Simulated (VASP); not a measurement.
```
CELL_PARAMETERS angstrom
      2.63930     0.00000     0.00000
     -1.31965     2.28570     0.00000
      0.00000     0.00000     4.63124
ATOMIC_POSITIONS crystal
  Zn 0.33333 0.66667 0.25000
  Zn 0.66667 0.33333 0.75000
```

Method: r2SCAN+rVV10, VASP's PBE PAW potentials (set 64) (plane waves; VASP). Numerical set-up: 400 eV cut-off, 18×18×9 Γ-centred mesh, tetrahedra with Blöchl corrections, potentials Zn.

Q: Give the energies of bands 11 to 15 at the high-symmetry points, in eV from the Fermi level.

A: 
| band | Γ | M | K | A | L | H |
|---|---|---|---|---|---|---|
| 11 | -7.54 | -3.53 | -0.36 | -7.66 | -2.42 | 0.56 |
| 12 | -4.03 | -2.63 | -0.36 | -7.66 | -2.42 | 0.56 |
| 13 | -2.34 | 3.45 | -0.36 | 6.31 | 0.19 | 1.70 |
| 14 | 17.36 | 3.80 | 5.76 | 6.31 | 0.19 | 1.70 |
| 15 | 18.30 | 5.31 | 6.70 | 19.95 | 12.21 | 2.46 |

It has no gap at this level: it comes out as a metal or semimetal.

The structure comes from a measured Zn entry (P6_3/mmc) of the Crystallography Open Database, whose conditions weren't checked. It was relaxed first, which changed the volume by -8 %.
